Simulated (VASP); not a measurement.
Runs of VASP 6.6.1 on Hf2Pd2Se2Br2O3. The typed cell holds 11 atoms: a = 5.761 Å, b = 5.870 Å, c = 6.872 Å, α = 96.27°, β = 102.51°, γ = 95.11°. The cell was built by a generator and needn't be a form met in nature.

```csv
level,gap on the mesh (eV),pressure (GPa),relaxed volume (Å³/atom),largest force (eV/Å)
revPBE,0.21,0.0,20.85,0.02
SCAN,0.46,0.0,19.57,0.02
r2SCAN,0.39,0.0,19.78,0.02
RPBE,(c),0.0,(b),0.02
BLYP,(a),0.0,21.49,0.02
```

Alike in all rows: task relaxation of cell and atoms; potentials or basis VASP PAW PBE potentials, release 64 (Hf_pv, Pd, Se, Br, O); no spin polarisation; cell relaxed; k mesh 5 × 5 × 4; cutoff (eV) 600; smearing fermi-dirac 0.05 eV.

Question: Estimate the missing entries.

Answer: (a) 0.16; (b) 21.11; (c) 0.22.

Caveats: the PAW data sets were made with another functional, which shifts forces and pressure a little; spin-orbit coupling is left out, which moves the levels of the heavy elements; an odd mesh through Γ misses points on the zone boundary, where band edges often lie.

A k mesh can miss the band edges, and the runs leave out spin-orbit coupling on Br, Hf, Pd, Se.

Not every run made on this cell is shown here.
